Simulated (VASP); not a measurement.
CaO (rock salt), at 0.96 of the tabulated volume:

```yaml
crystal:
  lattice:
    - [0.00000, 2.37250, 2.37250]
    - [2.37250, 0.00000, 2.37250]
    - [2.37250, 2.37250, 0.00000]
  atoms:
    - { symbol: Ca, position: [0.00000, 0.00000, 0.00000] }
    - { symbol: O, position: [0.50000, 0.50000, 0.50000] }
```

The lowest empty band near X, direction across the valley's axis, from PBE with spin-orbit coupling in VASP (PAW); its two spin partners are averaged. The gap over the points computed is 3.61 eV, and the next band on that side lies 4.71 eV away at the edge.

Settings: 520 eV cut-off, 11×11×11 Γ-centred mesh, Gaussian smearing of 0.050 eV, potentials Ca_sv O.

```tsv
distance from the edge in k (1/Å)	distance in energy (meV)
0.018	3.0
0.025	5.7
0.035	11.1
0.050	22.5
0.070	44.0
```

Question: Fit E(1 + αE) = ħ²k²/2m* (ħ²/2m0 = 3.810 eV Å²) and predict the row at 0.095 1/Å.

Answer: The rows don't resolve α, so a parabola serves: the electron mass is m* = 0.424 m0, and so 81.1 meV. The run gave 80.5 meV, -0.6 meV from the fit.

Left out are points under 3 meV from the edge, since the levels carry 0.1 meV, and points farther than half the way to the next band.

The compound is CaO in the rock salt structure. The cell was not relaxed at this level.
